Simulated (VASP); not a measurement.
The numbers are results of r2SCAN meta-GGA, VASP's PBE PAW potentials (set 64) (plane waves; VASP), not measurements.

A VASP calculation is set up with these files.

### POSCAR
```
CsBr
1
    5.0372511302     0.0000000000     0.0000000000
   -2.5186255650     4.3623876696     0.0000000000
    0.0000000000     0.0000000000     8.8692108257
Cs Br
2 2
Direct
  0.0000000000   0.0000000000   0.0000000000
  0.0000000000   0.0000000000   0.5000000000
  0.3333330000   0.6666670000   0.2500000000
  0.6666670000   0.3333330000   0.7500000000
```

**KPOINTS_OPT**
```
k-points along high-symmetry lines
6
Line-mode
Reciprocal
  0.000000   0.000000   0.000000 ! GAMMA
  0.500000   0.000000   0.000000 ! M

  0.500000   0.000000   0.000000 ! M
  0.333333   0.333333   0.000000 ! K

  0.333333   0.333333   0.000000 ! K
  0.000000   0.000000   0.000000 ! GAMMA

  0.000000   0.000000   0.000000 ! GAMMA
  0.000000   0.000000   0.500000 ! A

  0.000000   0.000000   0.500000 ! A
  0.500000   0.000000   0.500000 ! L

  0.500000   0.000000   0.500000 ! L
  0.333333   0.333333   0.500000 ! H

  0.333333   0.333333   0.500000 ! H
  0.000000   0.000000   0.500000 ! A

  0.500000   0.000000   0.500000 ! L
  0.500000   0.000000   0.000000 ! M

  0.333333   0.333333   0.500000 ! H
  0.333333   0.333333   0.000000 ! K
```

### INCAR
```
SYSTEM = CsBr
PREC = Accurate; ENCUT = 400; LREAL = F
LASPH = T
EDIFF = 1E-7; NELM = 100; ALGO = Normal
LMAXMIX = 4; LMIXTAU = T
ISMEAR = -5
METAGGA = R2SCAN
ISIF = 2
LWAVE = F; LCHARG = F; LORBIT = 11
NEDOS = 601
LEFG = T
```

### KPOINTS
```
Regular mesh
0
gamma
 6 6 3
```

POTCAR, in this order: Cs_sv Br (PBE.64 set). Program: vasp_std.

### Question
What will the output report for the number of irreducible k-points (NKPTS), number of bands (NBANDS), largest plane-wave count, number of space-group operations, FFT grid (NGX, NGY, NGZ)?

### Answer

```json
{
 "number of irreducible k-points (NKPTS)": "14",
 "number of bands (NBANDS)": "20",
 "largest_plane_wave_count": "3582",
 "number_of_space_group_operations": "24",
 "FFT grid (NGX, NGY, NGZ)": "36 × 36 × 60"
}
```

The structure was generated: CsBr was put into the NiAs type type (P6_3/mmc), which need not be its known phase. It was relaxed first, which changed the volume by -17 %.
